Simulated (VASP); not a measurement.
```
Zr
1.0
    1.62554    -2.81552     0.00000
    1.62554     2.81552     0.00000
    0.00000     0.00000     5.20361
Zr
2
Cartesian
  1.62554   0.93851   1.30090
  1.62554  -0.93851   3.90271
```

All values below come from revPBE GGA, VASP's PBE PAW potentials (set 64) (plane waves; VASP). Numerical set-up: 520 eV cut-off, 12×12×7 Γ-centred mesh, first-order Methfessel-Paxton smearing of 0.10 eV, potentials Zr_sv.

Predict the energy per atom (σ→0), band gap (on the k-mesh) with the smallest direct gap where there is one.

```yaml
band gap (on the k-mesh): none (metal, semimetal or under 0.01 eV)
energy per atom (σ→0): -8.180 eV/atom
```

The absolute energy has meaning only against runs of the same code, potentials and settings.

The compound is Zr in the hcp structure. It was relaxed first. The start is the result of an earlier pass.
